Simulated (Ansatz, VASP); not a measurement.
# Cross-check of Ni (Nickel) between VASP and Ansatz, part 2 of 2

One calculation is typed for both programs; each brings its own data sets. How far apart do they land? The cell is taken from a series of runs on this material, whose earlier steps may have relaxed, scaled, displaced or heated it; both programs get it as it stands.

VASP 6.6.1 and Ansatz 0.2.0.

So far. Step 5 (Ansatz: single point, PBE, pair 2): The run ends at a pressure of 31.76 GPa. Step 6 (VASP: single point, PBE, pair 2): The run ends at a pressure of 31.19 GPa.

## 7. Side by side

What differs besides the data sets and the points named for the pairs above, as far as they apply: the data sets hold 18 valence electrons in Ansatz (on its PAW soft_1 files) and 10 in VASP. Total energies have different zeros and are not compared.

Both answers:

| quantity | Ansatz | VASP | difference |
| --- | --- | --- | --- |
| pressure (GPa) | 31.76 | 31.19 | +0.57 |

## 8. Ansatz: single point, PBE, pair 3

A single point takes one fixed geometry, so differences don't come from the geometry; what else differs is listed under the comparison. The cell compared in this pair holds 8.97 Å³, against 9.63 Å³ for the pair before.

The cell is taken from a series of runs on this material, whose earlier steps may have relaxed, scaled, displaced or heated it; both programs get it as it stands.

input.yaml

```yaml
crystal:
  lattice:
    - [0.0, 1.64915383, 1.64915383]
    - [1.64915383, 0.0, 1.64915383]
    - [1.64915383, 1.64915383, 0.0]
  atoms:
    - { symbol: Ni, position: [0.0, 0.0, 0.0], spin: 0.3 }
magnetization:
  spin_polarized: true
kpoints:
  mp_grid: { grid: [20, 20, 20] }
hamiltonian:
  xc: pbe
  pseudopotentials: { kind: paw, azcp: { folder: soft_1 } }
scf:
  occupations: { method: fermi_dirac, width: 0.05 }
  max_iter: 120
  convergence: { dr2_threshold: 1.0e-08 }
  lower_state_search: "off"
basis:
  ecutwfc: 420.0
output:
  stress: true
```

On the command line:

```bash
$ ansatz run input.yaml --threads 1 --pin off --max-ram 2560MiB --backend cpu --events-out ev --progress --plain --runs-dir out
```

Numbers of over 12 decimals in the logs are rounded to 6 here.

Log:

```text
[...]
Crystal: 1 atoms, lattice volume = 8.970 Å³
Basis set: ecut = 420 eV, 169 PW (Γ)
Bands: 14, of which v1, the nominal top of the filled ones, is band 9 counted from 1 (8 counted from 0)
Symmetry: 48 space group operations
[...]
k-points: 256 of 8000
[...]
Internal energy: -5839.411962 eV  (E = F + TS)
E sigma→0 (E₀):  -5839.417743 eV
Entropy (-TS):   -0.011562 eV (-11.562 meV/atom)
Fermi energy:    22.754044 eV
[...]
--- Stress (GPa, compression-positive) ---
       61.947589       0.000000      -0.000000
       -0.000000      61.947589      -0.000000
       -0.000000       0.000000      61.947589
  P = ⅓ Tr σ = 61.9476 GPa (619.476 kbar)
[key lines of the parts left out:]
SCF converged after 13 iterations
Magnetization: 0.6003 μB (9.3001 up, 8.6999 down)
Free energy (F): -5839.423524 eV
```

The run ends at a pressure of 61.95 GPa.

## 9. VASP: single point, PBE, pair 3

The same cell, functional, mesh and smearing now go to VASP, with its own data sets.

INCAR

```
SYSTEM = Ni
PREC = Accurate
ENCUT = 600
EDIFF = 1E-06
NELM = 200
ISMEAR = -1
SIGMA = 0.05
LREAL = .FALSE.
ALGO = Normal
GGA = PE
NBANDS = 12
ISPIN = 2
MAGMOM = 0.63
LASPH = .TRUE.
LMAXMIX = 4
LORBIT = 11
LWAVE = .FALSE.
LCHARG = .FALSE.
ISIF = 2
GGA_COMPAT = .FALSE.
```

POSCAR

```
Ni
1.0
    0.0000000000      1.6491538300      1.6491538300
    1.6491538300      0.0000000000      1.6491538300
    1.6491538300      1.6491538300      0.0000000000
Ni
1
Direct
    0.0000000000      0.0000000000      0.0000000000
```

KPOINTS

```
Automatic mesh
0
Gamma
20 20 20
0 0 0
```

PAW data sets: Ni (PBE family, release 64).

On the command line:

```bash
$ mpirun -np 1 vasp_std
```

Log:

```text
[... set-up lines as in an earlier step ...]
 entering main loop
       N       E                     dE             d eps       ncg     rms          rms(c)
DAV:   1     0.341275937698E+02    0.34128E+02   -0.50103E+03 12936   0.125E+03
DAV:   2    -0.490627471987E+01   -0.39034E+02   -0.36675E+02 13096   0.192E+02
DAV:   3    -0.614610983261E+01   -0.12398E+01   -0.12232E+01 14096   0.362E+01
DAV:   4    -0.615508928656E+01   -0.89795E-02   -0.89768E-02 14196   0.287E+00
[...]
DAV:  10    -0.517482928088E+01    0.19418E-03   -0.11847E-04 19216   0.730E-02    0.708E-02
DAV:  11    -0.517481596165E+01    0.13319E-04   -0.60403E-05 16916   0.737E-02    0.298E-02
DAV:  12    -0.517481627918E+01   -0.31753E-06   -0.14884E-06 11548   0.145E-02
   1 F= -.51748163E+01 E0= -.51688401E+01  d E =-.119523E-01  mag=     0.5911
```

OUTCAR, selected parts (step 9):

```text
  Total        3.4161501      3.4161501      3.4161501      0.0000000      0.0000000     -0.0000000
  in kB      610.1463667    610.1463667    610.1463667      0.0000000      0.0000000     -0.0000000
  external PRESSURE =     610.1463667 kB  Pullay stress =       0.0000000 kB

 POSITION                                       TOTAL-FORCE (eV/Angst)
 -----------------------------------------------------------------------------------
      0.00000      0.00000      0.00000         0.000000      0.000000      0.000000
 -----------------------------------------------------------------------------------
    total drift:                                0.000000      0.000000      0.000000

  FREE ENERGIE OF THE ION-ELECTRON SYSTEM (eV)
  ---------------------------------------------------
  free  energy   TOTEN  =        -5.1748162792 eV

  energy  without entropy=       -5.1628639312  energy(sigma->0) =       -5.16884011

 magnetization (x)
# of ion       s       p       d       tot
------------------------------------------
    1       -0.006  -0.026   0.618   0.585

[... 1 part as in an earlier step ...]

[... 2 further parts left out ...]
[key lines of the parts left out:]
E-fermi :  12.4045
```

The run ends at a pressure of 61.01 GPa.

## 10. Side by side

What differs besides the data sets and the points named for the pairs above, as far as they apply: VASP starts from the moments at which Ansatz ended; the data sets hold 18 valence electrons in Ansatz (on its PAW soft_1 files) and 10 in VASP; site moments are counted in spheres of each program's own size. Total energies have different zeros and are not compared.

The two programs side by side:

| quantity | Ansatz | VASP | difference |
| --- | --- | --- | --- |
| pressure (GPa) | 61.95 | 61.01 | +0.93 |
| total moment (μB) | 0.60 | 0.59 | +0.01 |
| moment on Ni1 (μB) | 0.63 | 0.58 | +0.05 |

## 11. What came out

- difference in pressure (single point, PBE, pair 1): 0.83 GPa
- difference in pressure (single point, PBE, pair 2): 0.57 GPa
- difference in total moment (single point, PBE, pair 3): 0.0092 μB
- difference in pressure (single point, PBE, pair 3): 0.93 GPa

**Reading.** The difference in pressure is 0.93 GPa (single point, PBE, pair 3), within the 1 GPa picked in this series as the mark of a large difference. The data sets hold unlike numbers of valence electrons (18 in Ansatz and 10 in VASP), so part of the differences may come from the potentials. Pairs 1 and 3 hold one cell, so they aren't independent. 5 further pairs of this series are not shown here. How closely two codes agree says nothing of how well the functional describes the real material.

[Lines on the potential files, build, host, timing and source positions are cut from VASP's logs without a mark.]

[Logs are printed without paths, hosts, clocks, repeated set-up lines and the standing remarks that a program may print on its own settings, such as how far it seeks lower states.]

[Hosts, paths, dates, database ids (printed as entryN), source tags and the programs' standing remarks are cut or masked in the printed files.]
